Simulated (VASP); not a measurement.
Input:

```xyz
3
Lattice="1.9662 -3.4056 0.0000 1.9662 3.4056 0.0000 0.0000 0.0000 6.2955" Properties=species:S:1:pos:R:3 pbc="T T T"
Sn     1.9662     3.4056     0.0000
Se     1.9662     1.1352     1.6282
Se     1.9662    -1.1352     4.6673
```

Computed with optB86b-vdW, VASP's PBE PAW potentials (set 64) (plane waves; VASP). Numerical set-up: 520 eV cut-off, 7×7×4 Γ-centred mesh, Gaussian smearing of 0.050 eV, potentials Sn_d Se.

### Question
The ions and cell shape at fixed volume are relaxed. What does this cell relax into?

### Answer

```xyz
3
Lattice="1.9378 -3.3563 0.0000 1.9378 3.3563 0.0000 0.0000 0.0000 6.4818" Properties=species:S:1:pos:R:3 pbc="T T T"
Sn     1.9378    -3.3563     0.0000
Se     1.9378     1.1188     1.6004
Se     1.9378    -1.1188     4.8814
```
Space group P-3m1 (164), at a tolerance of 0.03 Å.

### Question
How much energy does the relaxation gain?

### Answer
The energy (σ→0) changes by -9.2 meV/atom, in 5 ionic steps.

```
step  E(σ→0) (eV)  max force (eV/Å)  pressure (GPa)  volume (Å³)
----  -----------  ----------------  --------------  -----------
1         -5.5949             0.363           -3.18        84.31
2         -5.6053             0.226           -2.75        84.31
3         -5.6116             0.011           -2.04        84.31
4         -5.6180             0.005           -1.72        84.31
5         -5.6225             0.006           -1.10        84.31
```

The compound is SnSe2 in the 1T layered structure. This cell is one point of a volume scan, at 1.06 of the reference volume. Symmetry was kept, so distortions that lower it aren't found.
